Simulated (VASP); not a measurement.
VASP runs on In (space group I4/mmm) share one base input (PBE GGA, plane waves, VASP's PBE PAW potentials (set 64)) and change the settings named in each case.

**POSCAR**
```
In
1
   -1.6199570000     1.6199570000     2.4779430000
    1.6199570000    -1.6199570000     2.4779430000
    1.6199570000     1.6199570000    -2.4779430000
In
1
Direct
  0.0000000000   0.0000000000   0.0000000000
```

**INCAR**
```
NELM = 100
LASPH = T
EDIFF = 1E-6   ! SCF stop (eV)
SYSTEM = In
ISMEAR = 0   ! Gaussian
LWAVE = F
LMAXMIX = 4   ! l cut-off of mixed one-centre charges
GGA = PE   ! PBE
LCHARG = F
LREAL = F
ISIF = 2   ! forces and stress, cell fixed
ALGO = Normal   ! blocked Davidson
SIGMA = 0.272
ENCUT = 300   ! plane-wave cut-off (eV)
PREC = Accurate
```

### KPOINTS
```
kpoints
0
Gamma
 11 11 11
```

POTCAR, in this order: In_d (PBE.64 set). Program: vasp_std.

| change | E(σ→0) (eV/atom) | pressure (GPa) | −TS (eV) |
|---|---|---|---|
| base run | -2.5469 | 1.82 | -0.0180 |
| ENCUT = 120 | 27.8982 | -1175.58 | -0.0177 |
| ENCUT = 150 | 1.5677 | -274.86 | -0.0180 |
| ENCUT = 180 | -2.0858 | -60.68 | -0.0181 |
| ENCUT = 210 | -2.5132 | -9.42 | -0.0180 |
| ENCUT = 240 | -2.5460 | ___ | -0.0180 |
| ENCUT = 270 | -2.5474 | 2.30 | -0.0180 |
| ENCUT = 345 | -2.5458 | 1.81 | -0.0180 |
| ENCUT = 390 | -2.5468 | 2.21 | -0.0180 |
| ENCUT = 450 | -2.5472 | 2.36 | -0.0180 |
| ENCUT = 525 | -2.5469 | 2.29 | -0.0180 |
| ENCUT = 600 | -2.5469 | 2.34 | -0.0180 |
| NBANDS = 7 | -2.5396 | 2.10 | -0.0140 |

**Question.** What belongs in the gaps?

**Answer.** 
- ENCUT = 240, pressure (GPa): 1.40

Energies of different potentials or functionals have different zeros.  Unless said otherwise, spin-orbit coupling is left out, though it shifts the bands of the heavy elements here. The base run's pressure lies -0.52 GPa from that at 600 eV (Pulay error).

Left out are runs that ran out of time, are held back, or changed the cell or the kind of run, fixed moments of cells without a moment, rows past the twelfth, gaps on odd meshes, pressures of charged cells and columns that move by less than the noise.

The structure comes from a computed database's In entry; how it stands against other phases isn't given here. The cell was not relaxed at this level, its lattice was scaled by up to 2.5 %.
